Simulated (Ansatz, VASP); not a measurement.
# Cross-check of PtSe2 between VASP and Ansatz, part 2 of 2

Aim: how closely do two programs agree when they are given the same cell, functional and k mesh? Of the first pair: The structure shown is the start of the Ansatz relaxation below; VASP solves that cell, so the two are compared at the walk's first step.

VASP 6.6.1 and Ansatz 0.2.0.

So far. Step 4 (Differences): The forces differ by 2.1 meV/Å r.m.s., which is 6.0 % of the r.m.s. force of 0.034 eV/Å (both taken over all components). Where the cell holds vacuum, a pressure given here is an average over it and none of the material. Step 5 (Ansatz: relaxation, PBE with D3(BJ)): This is the run of step 2 again, met here at its other cell.

## (6) VASP: single point, PBE with D3(BJ), relaxed atoms in a fixed cell, pair 2

Level of this step: PBE with D3(BJ); plane waves and PAW (Pt, Se) (VASP).

The same cell, functional, mesh and smearing now go to VASP, with its own data sets.

INCAR

```
SYSTEM = PtSe2
PREC = Accurate
ENCUT = 400
EDIFF = 1E-06
NELM = 120
ISMEAR = -1
SIGMA = 0.02
LREAL = Auto
ALGO = Normal
GGA = PE
IVDW = 12
NBANDS = 184
LASPH = .TRUE.
LORBIT = 11
LWAVE = .FALSE.
LCHARG = .FALSE.
ISIF = 2
LDIPOL = .TRUE.
IDIPOL = 3
DIPOL = 0.5 0.5 0.5
LVHAR = .TRUE.
GGA_COMPAT = .FALSE.
EFERMI = MIDGAP
NELMDL = -8
KPAR = 2
```

POSCAR

```
PtSe2
1.0
    9.8951099034      0.0000000000      0.0000000000
   -4.9475549517      8.5694165496      0.0000000000
    0.0000000000      0.0000000000     44.5000000000
Pt Se
14 28
Direct
    0.3824091769      0.4769023565      0.4363602261
    0.5230976435      0.9055068205      0.4363602261
    0.6666666666      0.3333333334      0.4361736713
    0.8104351761      0.7622944717      0.4371624753
    0.9518592956      0.1895648239      0.4371624753
    0.0944931795      0.6175908231      0.4363602261
    0.2377055283      0.0481407044      0.4371624753
    0.3333333333      0.6666666667      0.5637114235
    0.6207466246      0.0960133924      0.5637126650
    0.9039866076      0.5247332322      0.5637126650
    0.1909327878      0.9526494266      0.5628034229
    0.4752667678      0.3792533754      0.5637126650
    0.7617166388      0.8090672122      0.5628034229
    0.0473505734      0.2382833612      0.5628034229
    0.5717596631      0.7169509540      0.4654359714
    0.7122009913      0.1437143683      0.4659266776
    0.8562856317      0.5684866230      0.4659266776
    1.0000000000      0.0000000000      0.4669912881
    0.1451912909      0.4282403369      0.4654359714
    0.2830490460      0.8548087091      0.4654359714
    0.4315133770      0.2877990087      0.4659266776
    0.6219462989      0.5264398251      0.4069552821
    0.7625148803      0.9522027245      0.4076532453
    0.9044935262      0.3780537011      0.4069552821
    0.0477972755      0.8103121558      0.4076532453
    0.1896878442      0.2374851197      0.4076532453
    0.3333333333      0.6666666667      0.4069850057
    0.4735601749      0.0955064738      0.4069552821
    0.5733953299      0.8570528712      0.5927616824
    0.8594644078      0.2871937801      0.5930096020
    0.1429471288      0.7163424587      0.5927616824
    0.4277293723      0.1405355922      0.5930096020
    0.7128062199      0.5722706277      0.5930096020
    1.0000000000      0.0000000000      0.5918715121
    0.2836575413      0.4266046701      0.5927616824
    0.5211983934      0.6146301800      0.5346242352
    0.8088040974      0.0473513528      0.5335757443
    0.0934317865      0.4788016066      0.5346242352
    0.3853698200      0.9065682135      0.5346242352
    0.6666666666      0.3333333334      0.5343234103
    0.9526486472      0.7614527448      0.5335757443
    0.2385472552      0.1911959026      0.5335757443
```

KPOINTS

```
Automatic mesh
0
Gamma
3 3 1
0 0 0
```

Potentials, in the order of the species: Pt and Se (PBE family, release 64).

Started as:

```console
mpirun -np 8 vasp_std
```

The log of the run:

```text
[banner, memory and clock lines left out]
running    8 mpi-ranks, on    1 nodes
[...]
[... a notice as in an earlier step ...]

 LDA part: xc-table for (Slater+PW92), standard interpolation
 POSCAR, INCAR and KPOINTS ok, starting setup
[...]
entering main loop
       N       E                     dE             d eps       ncg     rms          rms(c)
DAV:   1     0.247682395465E+04    0.24768E+04   -0.88183E+04  1112   0.100E+03
DAV:   2     0.215408926217E+03   -0.22614E+04   -0.21505E+04  1672   0.213E+02
DAV:   3    -0.195725293966E+03   -0.41113E+03   -0.40500E+03  1304   0.976E+01
DAV:   4    -0.210860839145E+03   -0.15136E+02   -0.14741E+02  1400   0.201E+01
[...]
DAV:  30    -0.199669906912E+03   -0.19637E-05    0.81775E-08   624   0.253E-04    0.224E-04
DAV:  31    -0.199669908417E+03   -0.15052E-05    0.84650E-08   616   0.174E-04    0.654E-05
DAV:  32    -0.199669908768E+03   -0.35013E-06    0.11118E-07   624   0.898E-05
   1 F= -.21454997E+03 E0= -.21454997E+03  d E =-.627167E-07
```

Parts of OUTCAR (step 6):

```text
 Edisp (eV)  -14.88006

  Total      -7.15637    -7.15637    -0.42382    -0.00000     0.00000     0.00000
  in kB      -3.03858    -3.03858    -0.17995    -0.00000     0.00000     0.00000
  external pressure =       -2.09 kB  Pullay stress =        0.00 kB

 POSITION                                       TOTAL-FORCE (eV/Angst)
 -----------------------------------------------------------------------------------
      1.42448      4.08677     19.41803         0.003887     -0.001404     -0.001555
      0.69606      7.75967     19.41803        -0.000727      0.004068     -0.001555
      4.94755      2.85647     19.40973         0.000000     -0.000000      0.003378
      4.24785      6.53242     19.45373         0.002293      0.001456     -0.000007
      8.48087      1.62446     19.45373         0.000114     -0.002713     -0.000007
     -2.12054      5.29239     19.41803        -0.003159     -0.002664     -0.001555
      2.11394      0.41254     19.45373        -0.002407      0.001258     -0.000007
     -0.00000      5.71294     25.08516         0.000000     -0.000000      0.004218
      5.66732      0.82278     25.08521         0.002361      0.001736      0.002995
      6.34890      4.49666     25.08521        -0.002684      0.001177      0.002995
     -2.82398      8.16365     25.04475         0.001860      0.003987      0.001016
      2.82644      3.24998     25.08521         0.000323     -0.002913      0.002995
      3.53437      6.93323     25.04475         0.002523     -0.003604      0.001016
     -0.71038      2.04195     25.04475        -0.004383     -0.000383      0.001016
[...]
-----------------------------------------------------------------------------------
    total drift:                                0.000002     -0.000002     -0.049897

  FREE ENERGIE OF THE ION-ELECTRON SYSTEM (eV)
  ---------------------------------------------------
  free  energy   TOTEN  =      -214.5499694587 eV

  energy  without entropy=     -214.5499693960  energy(sigma->0) =     -214.54996943

[... 2 parts as in an earlier step ...]

[... 1 further part left out ...]
[key lines of the parts left out:]
E-fermi :  -2.2577
```

## (7) Comparison

What differs besides the data sets and the points named for the pairs above, as far as they apply: the data sets hold 700 valence electrons in Ansatz (on its PAW soft_1 files) and 308 in VASP. Total energies have different zeros and are not compared.

The two programs side by side:

```csv
quantity,Ansatz,VASP,difference
gap on the k mesh (eV),0.662,0.655,+0.007
```

The largest component of a force difference here is 6 meV/Å. A gap on the mesh is an upper bound, since the band edges may lie between its points; neither run holds spin-orbit coupling, which can move the band edges of a compound of Pt. Where the cell holds vacuum, a pressure given here is an average over it and none of the material.

## (8) Summary of results

```yaml
r_m_s_force_difference_single_point_pbe_with_d3_bj_start_cell_pair_1: 2.1 meV/Å
difference_in_gap_on_the_k_mesh_single_point_pbe_with_d3_bj_relaxed_atoms_in_a_fixed_cell_pair_2: 0.0070 eV
```

**Reading.** The r.m.s. force difference is 2.1 meV/Å (single point, PBE with D3(BJ), start cell, pair 1), within the 12 meV/Å picked in this series as the mark of a large difference. The data sets hold unlike numbers of valence electrons (700 in Ansatz and 308 in VASP), so part of the differences may come from the potentials. Such differences can come from data sets, numerical settings and the points named under the comparisons, not from the functional's error against experiment.

[Lines on the potential files, build, host, timing and source positions are cut from VASP's logs without a mark.]

[Logs are printed without paths, hosts, clocks, repeated set-up lines and the standing remarks that a program may print on its own settings, such as how far it seeks lower states.]

[Hosts, paths, dates, database ids (printed as entryN), source tags and the programs' standing remarks are cut or masked in the printed files.]
